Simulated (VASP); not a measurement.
Output of a VASP run:

**OSZICAR**
```
...
DAV:   3    -0.554197292843E+02   -0.16754E+01   -0.16505E+01  3007   0.458E+01
DAV:   4    -0.554297456167E+02   -0.10016E-01   -0.10021E-01  2855   0.366E+00
DAV:   5    -0.554298179811E+02   -0.72364E-04   -0.72366E-04  2979   0.332E-01    0.232E+01
DAV:   6    -0.505442056405E+02    0.48856E+01   -0.23253E+00  2766   0.223E+01    0.479E+00
DAV:   7    -0.512921302006E+02   -0.74792E+00   -0.17899E-01  2652   0.553E+00    0.291E+00
DAV:   8    -0.506362343828E+02    0.65590E+00   -0.47971E-01  2685   0.933E+00    0.321E+00
DAV:   9    -0.510975770777E+02   -0.46134E+00   -0.11161E-01  2799   0.362E+00    0.138E+00
DAV:  10    -0.511373103090E+02   -0.39733E-01   -0.13133E-02  2664   0.148E+00    0.646E-01
DAV:  11    -0.511387396343E+02   -0.14293E-02   -0.29006E-03  2811   0.731E-01    0.105E-01
DAV:  12    -0.511388417693E+02   -0.10214E-03   -0.23546E-04  2703   0.224E-01    0.522E-02
DAV:  13    -0.511388161691E+02    0.25600E-04   -0.63035E-05  2736   0.125E-01    0.344E-02
DAV:  14    -0.511388125396E+02    0.36295E-05   -0.92645E-06  2817   0.422E-02    0.214E-02
DAV:  15    -0.511388050199E+02    0.75197E-05   -0.11870E-05  2802   0.498E-02    0.555E-03
DAV:  16    -0.511388066981E+02   -0.16782E-05   -0.10412E-06  1677   0.112E-02    0.217E-03
DAV:  17    -0.511388053562E+02    0.13419E-05   -0.30329E-07  1365   0.761E-03    0.598E-04
DAV:  18    -0.511388058447E+02   -0.48853E-06   -0.24877E-08  1350   0.196E-03
   1 F= -.51138806E+02 E0= -.51138825E+02  d E =-.511388E+02
       N       E                     dE             d eps       ncg     rms          rms(c)
DAV:   1    -0.512664353614E+02   -0.12763E+00   -0.33883E+00  2721   0.301E+01    0.446E+00
DAV:   2    -0.511453135069E+02    0.12112E+00   -0.17407E-01  2688   0.564E+00    0.112E+00
DAV:   3    -0.511254501453E+02    0.19863E-01   -0.68143E-02  2739   0.348E+00    0.751E-01
DAV:   4    -0.511030677445E+02    0.22382E-01   -0.21688E-02  2670   0.197E+00    0.500E-02
DAV:   5    -0.511279534932E+02   -0.24886E-01   -0.13742E-02  2646   0.159E+00    0.474E-02
DAV:   6    -0.511286020875E+02   -0.64859E-03   -0.15708E-04  2751   0.163E-01    0.853E-03
DAV:   7    -0.511286659425E+02   -0.63855E-04   -0.32259E-05  2691   0.783E-02    0.235E-02
DAV:   8    -0.511286708682E+02   -0.49257E-05   -0.14880E-05  2661   0.600E-02    0.222E-03
DAV:   9    -0.511286736642E+02   -0.27960E-05   -0.52857E-07  1686   0.955E-03    0.124E-03
DAV:  10    -0.511286728194E+02    0.84480E-06   -0.25077E-08  1329   0.257E-03
   2 F= -.51128673E+02 E0= -.51128716E+02  d E =0.101330E-01
       N       E                     dE             d eps       ncg     rms          rms(c)
DAV:   1    -0.512255615678E+02   -0.96888E-01   -0.20511E+00  2721   0.229E+01    0.377E+00
DAV:   2    -0.511498276943E+02    0.75734E-01   -0.10142E-01  2691   0.450E+00    0.862E-01
DAV:   3    -0.511381642410E+02    0.11663E-01   -0.39952E-02  2745   0.270E+00    0.654E-01
DAV:   4    -0.511252302095E+02    0.12934E-01   -0.10853E-02  2704   0.137E+00    0.146E-01
DAV:   5    -0.511392509193E+02   -0.14021E-01   -0.62387E-03  2640   0.107E+00    0.550E-02
DAV:   6    -0.511395888646E+02   -0.33795E-03   -0.11642E-04  2733   0.146E-01    0.721E-03
DAV:   7    -0.511395879011E+02    0.96355E-06   -0.11515E-05  2706   0.502E-02    0.780E-03
DAV:   8    -0.511395946899E+02   -0.67888E-05   -0.53611E-06  2679   0.357E-02    0.311E-03
DAV:   9    -0.511395940845E+02    0.60540E-06   -0.40964E-07  1413   0.863E-03
   3 F= -.51139594E+02 E0= -.51139619E+02  d E =-.788240E-03
```

OUTCAR:
```
------------------------ aborting loop because EDIFF is reached ----------------------------------------
  FORCE on cell =-STRESS in cart. coord.  units (eV):
  Direction    XX          YY          ZZ          XY          YZ          ZX
  --------------------------------------------------------------------------------------
  Total       -0.0008049     -0.0008049     -0.0008049      0.0000000     -0.0000000      0.0000000
  in kB       -0.0811718     -0.0811718     -0.0811718      0.0000000     -0.0000000      0.0000000
  external PRESSURE =      -0.0811718 kB  Pullay stress =       0.0000000 kB
  volume of cell :       15.89
      direct lattice vectors                 reciprocal lattice vectors
    -1.583685753  1.583685753  1.583685753     0.000000000  0.315719201  0.315719201
     1.583685753 -1.583685753  1.583685753     0.315719201  0.000000000  0.315719201
     1.583685753  1.583685753 -1.583685753     0.315719201  0.315719201  0.000000000
 POSITION                                       TOTAL-FORCE (eV/Angst)
 -----------------------------------------------------------------------------------
      0.00000      0.00000      0.00000        -0.000000      0.000000      0.000000
 -----------------------------------------------------------------------------------
    total drift:                                0.000000     -0.000000      0.000000
  FREE ENERGIE OF THE ION-ELECTRON SYSTEM (eV)
  ---------------------------------------------------
  free  energy   TOTEN  =       -51.1395940845 eV

  energy  without entropy=      -51.1396692788  energy(sigma->0) =      -51.13961915

 reached required accuracy - stopping structural energy minimisation
```
(Selected blocks of OUTCAR.)

**POSCAR**
```
W
1
   -1.5800000000     1.5800000000     1.5800000000
    1.5800000000    -1.5800000000     1.5800000000
    1.5800000000     1.5800000000    -1.5800000000
W
1
Direct
  0.0000000000   0.0000000000   0.0000000000
```

Q: Reconstruct the remaining input files.

A: This is not unique; one that fits is the input of the run itself, r2SCAN+rVV10, plane waves, VASP's PBE PAW potentials (set 64).

**KPOINTS**
```
Automatic mesh
0
Gamma
15 15 15
0 0 0
```

INCAR:
```
SYSTEM = W
PREC = Accurate; ENCUT = 520; LREAL = F
LASPH = T
EDIFF = 1E-6; NELM = 100; ALGO = Normal
LMAXMIX = 6; LMIXTAU = T
ISMEAR = 1; SIGMA = 0.1
METAGGA = R2SCAN; LUSE_VDW = T; BPARAM = 11.95
CPARAM = 0.0093
IBRION = 2; NSW = 60; ISIF = 3
EDIFFG = -0.01
LWAVE = F; LCHARG = F
```

POTCAR, in this order: W_sv (PBE.64 set). Program: vasp_std.

The compound is W in the bcc structure. This run relaxes it. Symmetry was kept, so distortions that lower it aren't found.
